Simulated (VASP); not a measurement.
Set up this calculation in VASP 6.6.1, as the native input.

- Task: single point
- Functional: PBE
- Potentials or basis: VASP PAW PBE potentials, release 64 (Ta_pv, In_d, H)
- Cutoff: 520 eV
- k mesh: 6 × 6 × 9
- Occupations: fermi-dirac, width 0.05 eV
- Spin: no spin polarisation
- Further INCAR settings: ALGO = Normal; EDIFF = 1e-07; NBANDS = 23

The structure of TaInH4 lies in POSCAR:

```
TaInH4
1.0
    3.2735107400     -3.2847248900      0.0000000000
    3.2735107400      3.2847248900      0.0000000000
    0.0000000000      0.0000000000      3.0305799700
Ta In H
1 1 4
Direct
    0.5000000000      0.5000000000      0.5000000000
    0.0000000000      0.0000000000      0.0000000000
    0.2033679900      0.2033679900      0.5000000000
    0.7966320100      0.7966320100      0.5000000000
    0.6859680000      0.3140320000      0.0000000000
    0.3140320000      0.6859680000      0.0000000000
```

The cell was built by a generator and needn't be a form met in nature.

The input as run:

INCAR

```
SYSTEM = TaInH4
PREC     = Accurate       ! precision mode
ENCUT    = 520            ! plane-wave cutoff, eV
EDIFF    = 1E-7           ! SCF threshold, eV
ISMEAR   = -1             ! smearing method
SIGMA    = 0.05           ! smearing width, eV
LREAL    = .FALSE.        ! projectors in reciprocal space
LASPH    = .TRUE.         ! aspherical terms in the spheres
NELM     = 80             ! most SCF steps
ALGO     = Normal         ! electronic algorithm
ISIF     = 2              ! what is computed and relaxed
LWAVE    = .FALSE.        ! write WAVECAR
LCHARG   = .FALSE.        ! write CHGCAR
GGA      = PE             ! functional
NBANDS   = 23             ! bands
```

KPOINTS

```
Automatic mesh
0
G
  6 6 9
  0 0 0
```

Potentials or basis: VASP PAW PBE potentials, release 64 (Ta_pv, In_d, H).

The run is started by

```sh
$ cat potpaw_PBE.64/Ta_pv/POTCAR potpaw_PBE.64/In_d/POTCAR potpaw_PBE.64/H/POTCAR > POTCAR
$ mpirun -np 1 vasp_std > vasp.out
```

It gave:

```json
{
 "Pressure": "1.8 GPa",
 "Largest force": "0.661 eV/Å",
 "Band gap on the k mesh": "none (metal or under the smearing width)"
}
```

Run time: 40 s on 1 thread of Intel(R) Xeon(R) 6975P-C (Granite Rapids), with other jobs on the host, peak memory 0.24 GiB.
